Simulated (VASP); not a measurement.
```yaml
crystal:
  lattice:
    - [1.32394, -2.29314, 0.00000]
    - [1.32394, 2.29314, 0.00000]
    - [0.00000, 0.00000, 4.65815]
  atoms:
    - { symbol: Zn, position: [0.33333, 0.66667, 0.25000] }
    - { symbol: Zn, position: [0.66667, 0.33333, 0.75000] }
```

Method: r2SCAN meta-GGA with spin-orbit coupling, VASP's PBE PAW potentials (set 64) (plane waves; VASP). Numerical set-up: 400 eV cut-off, 14×14×7 Γ-centred mesh, Gaussian smearing of 0.050 eV, potentials Zn.

**Question.** Give the energies of bands 21 to 31 at the high-symmetry points, in eV from the Fermi level.

**Answer.** 
| band | Γ | M | K | A | L | H |
|---|---|---|---|---|---|---|
| 21 | -7.45 | -3.49 | -0.37 | -7.58 | -2.38 | 0.54 |
| 22 | -7.45 | -3.49 | -0.37 | -7.58 | -2.38 | 0.54 |
| 23 | -3.98 | -2.62 | -0.34 | -7.58 | -2.38 | 0.59 |
| 24 | -3.98 | -2.62 | -0.34 | -7.58 | -2.38 | 0.59 |
| 25 | -2.40 | 3.37 | -0.34 | 6.19 | 0.15 | 1.66 |
| 26 | -2.40 | 3.37 | -0.34 | 6.19 | 0.15 | 1.66 |
| 27 | 17.10 | 3.78 | 5.69 | 6.19 | 0.15 | 1.72 |
| 28 | 17.10 | 3.78 | 5.69 | 6.19 | 0.15 | 1.72 |
| 29 | 18.07 | 5.20 | 6.63 | 19.68 | 12.04 | 2.40 |
| 30 | 18.07 | 5.20 | 6.63 | 19.69 | 12.04 | 2.40 |
| 31 | 18.30 | 6.15 | 6.66 | 19.72 | 12.04 | 2.42 |

It has no gap at this level: it comes out as a metal or semimetal.

The compound is Zn in the hcp structure. It was relaxed first, which changed the volume by -7 %.
